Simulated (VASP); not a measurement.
Input:

```xyz
2
Lattice="0.0000 2.4823 2.4823 2.4823 0.0000 2.4823 2.4823 2.4823 0.0000" Properties=species:S:1:pos:R:3 pbc="T T T"
Gd     0.0000     0.0000     0.0000
N      2.4823     2.4823     2.4823
```

Level of theory: r2SCAN meta-GGA, VASP's PBE PAW potentials (set 64) (plane waves; VASP). Settings: 600 eV cut-off, 8×8×8 Γ-centred mesh, Gaussian smearing of 0.050 eV, potentials Gd_3 N.

The 4f electrons are frozen in the core of the lanthanide potential, so 4f levels, which can set the real gap, and their magnetism are missing. Energy and stress use the plane-wave basis of the starting cell.

### Question
The ions, cell shape and volume at an external pressure of 5.0 GPa are relaxed. What does this cell relax into?

### Answer

```xyz
2
Lattice="0.0000 2.4595 2.4595 2.4595 0.0000 2.4595 2.4595 2.4595 0.0000" Properties=species:S:1:pos:R:3 pbc="T T T"
Gd     0.0000     0.0000     0.0000
N      2.4595     2.4595     2.4595
```
Space group Fm-3m (225), at a tolerance of 0.03 Å.

### Question
How do energy and volume change from the first to the last step?

### Answer
The energy (σ→0) changes by +6.3 meV/atom and the volume by -2.7 %, in 3 ionic steps.

The compound is GdN in the rock salt structure. This run relaxes it under an external pressure of 5 GPa. Symmetry was kept, so distortions that lower it aren't found.
